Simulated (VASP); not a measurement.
Calculation: optB88-vdW, VASP's PBE PAW potentials (set 64) (plane waves; VASP 6.6.1).

Input for VASP

File KPOINTS:
```
Automatic mesh
0
Gamma
17 17 17
0 0 0
```

INCAR:
```
AGGAC = 0.0
ALGO = Normal
EDIFF = 1E-7
ENCUT = 520
GGA = BO
ISIF = 2
ISMEAR = -5
LASPH = T
LCHARG = T
LMAXMIX = 4
LORBIT = 11
LREAL = F
LUSE_VDW = T
LWAVE = F
NEDOS = 601
NELM = 100
PARAM1 = 0.1833333333
PARAM2 = 0.22
PREC = Accurate
SYSTEM = Ag
```

POSCAR:
```
Ag
1.0
  0.0000000000   2.0639950479   2.0639950479
  2.0639950479   0.0000000000   2.0639950479
  2.0639950479   2.0639950479   0.0000000000
Ag
1
direct
  0.0000000000   0.0000000000   0.0000000000
```

POTCAR, in this order: Ag (PBE.64 set). Program: vasp_std.

Output

**OUTCAR**
```
 ion  position               nearest neighbor table
   1  0.000  0.000  0.000-
  LATTYP: Found a face centered cubic cell.
 ALAT       =     4.1279900958
 Subroutine PRICEL returns:
 Original cell was already a primitive cell.
 Subroutine GETGRP returns: Found 48 space group operations
The static configuration has the point symmetry O_h .
The dynamic configuration has the point symmetry O_h .
 Subroutine INISYM returns: Found 48 space group operations
 Subroutine IBZKPT returns following result:
 Found    165 irreducible k-points:

 Following reciprocal coordinates:
            Coordinates               Weight
  0.000000  0.000000  0.000000      1.000000
  0.058824  0.000000  0.000000      8.000000
  0.117647  0.000000  0.000000      8.000000
  0.176471  0.000000  0.000000      8.000000
  0.235294  0.000000  0.000000      8.000000
  0.294118  0.000000  0.000000      8.000000
  0.352941  0.000000  0.000000      8.000000
  0.411765  0.000000  0.000000      8.000000
  0.470588  0.000000  0.000000      8.000000
  0.058824  0.058824  0.000000      6.000000
...
```

**OSZICAR**
```
       N       E                     dE             d eps       ncg     rms          rms(c)
DAV:   1     0.478058214803E+02    0.47806E+02   -0.57165E+03  3058   0.110E+03
DAV:   2     0.486904428034E+00   -0.47319E+02   -0.44934E+02  3016   0.207E+02
DAV:   3     0.113143027434E+00   -0.37376E+00   -0.37362E+00  3533   0.228E+01
DAV:   4     0.112321746692E+00   -0.82128E-03   -0.82117E-03  3342   0.999E-01
DAV:   5     0.112316396053E+00   -0.53506E-05   -0.53486E-05  3392   0.778E-02    0.469E+00
DAV:   6     0.341615813611E+00    0.22930E+00   -0.11065E+00  3029   0.113E+01    0.303E+00
DAV:   7     0.349538183661E+00    0.79224E-02   -0.84879E-03  3228   0.106E+00    0.170E+00
DAV:   8     0.352661795959E+00    0.31236E-02   -0.68785E-04  3101   0.293E-01    0.545E-02
DAV:   9     0.352650514796E+00   -0.11281E-04   -0.68969E-06  3491   0.235E-02    0.104E-02
DAV:  10     0.352644989182E+00   -0.55256E-05   -0.48036E-06  3205   0.278E-02    0.236E-03
DAV:  11     0.352645251125E+00    0.26194E-06   -0.56159E-08  2604   0.244E-03    0.466E-04
DAV:  12     0.352645327760E+00    0.76636E-07   -0.12842E-08  1565   0.135E-03
   1 F= 0.35264533E+00 E0= 0.35264533E+00  d E =0.000000E+00
```

File OUTCAR:
```
------------------------ aborting loop because EDIFF is reached ----------------------------------------
  FORCE on cell =-STRESS in cart. coord.  units (eV):
  Direction    XX          YY          ZZ          XY          YZ          ZX
  --------------------------------------------------------------------------------------
  Total        0.0004254      0.0004254      0.0004254      0.0000000      0.0000000     -0.0000000
  in kB        0.0387572      0.0387572      0.0387572      0.0000000      0.0000000     -0.0000000
  external PRESSURE =       0.0387572 kB  Pullay stress =       0.0000000 kB
  volume of cell :       17.59
      direct lattice vectors                 reciprocal lattice vectors
     0.000000000  2.063995048  2.063995048    -0.242248643  0.242248643  0.242248643
     2.063995048  0.000000000  2.063995048     0.242248643 -0.242248643  0.242248643
     2.063995048  2.063995048  0.000000000     0.242248643  0.242248643 -0.242248643
 POSITION                                       TOTAL-FORCE (eV/Angst)
 -----------------------------------------------------------------------------------
      0.00000      0.00000      0.00000         0.000000     -0.000000      0.000000
 -----------------------------------------------------------------------------------
    total drift:                               -0.000000     -0.000000     -0.000000
  FREE ENERGIE OF THE ION-ELECTRON SYSTEM (eV)
  ---------------------------------------------------
  free  energy   TOTEN  =         0.3526453278 eV

  energy  without entropy=        0.3526453278  energy(sigma->0) =        0.35264533

 total charge

# of ion       s       p       d       tot
------------------------------------------
    1        0.412   0.278   9.174   9.864
```
(Selected blocks of OUTCAR.)

OUTCAR:
```
 val. band max:        7.9175736159   @ k =  -0.2353   0.2941   0.0588

 cond. band min:       7.8902524153   @ k =   0.4118   0.4118   0.0000


 Fermi energy:         7.9480824277

 k-point     1 :       0.0000    0.0000    0.0000
  band No.  band energies     occupation
      1       0.3551      2.00000
      2       3.1332      2.00000
      3       3.1332      2.00000
      4       3.1332      2.00000
      5       4.1068      2.00000
      6       4.1068      2.00000
      7      24.0545      0.00000
      8      27.2317      0.00000
      9      27.2317      0.00000

 k-point     2 :       0.0588    0.0000    0.0000
  band No.  band energies     occupation
      1       0.4609      2.00000
      2       3.1104      2.00000
      3       3.1618      2.00000
      4       3.1618      2.00000
      5       4.0961      2.00000
      6       4.0961      2.00000
      7      24.0602      0.00000
      8      26.3348      0.00000
      9      27.2627      0.00000

 k-point     3 :       0.1176    0.0000    0.0000
  band No.  band energies     occupation
      1       0.7647      2.00000
      2       3.0611      2.00000
      3       3.2349      2.00000
      4       3.2349      2.00000
      5       4.0769      2.00000
      6       4.0769      2.00000
      7      23.5398      0.00000
      8      25.0690      0.00000
      9      27.3266      0.00000

 k-point     4 :       0.1765    0.0000    0.0000
  band No.  band energies     occupation
      1       1.2066      2.00000
      2       3.0587      2.00000
      3       3.3097      2.00000
      4       3.3097      2.00000
      5       4.0908      2.00000
      6       4.0908      2.00000
      7      21.6338      0.00000
      8      24.8617      0.00000
      9      27.3348      0.00000

 k-point     5 :       0.2353    0.0000    0.0000
  band No.  band energies     occupation
      1       1.6123      2.00000
      2       3.2935      2.00000
      3       3.3295      2.00000
...
```

For a metal the tetrahedron method with Blöchl corrections gives inexact stress and forces.

The compound is Ag in the fcc structure. It was relaxed first.
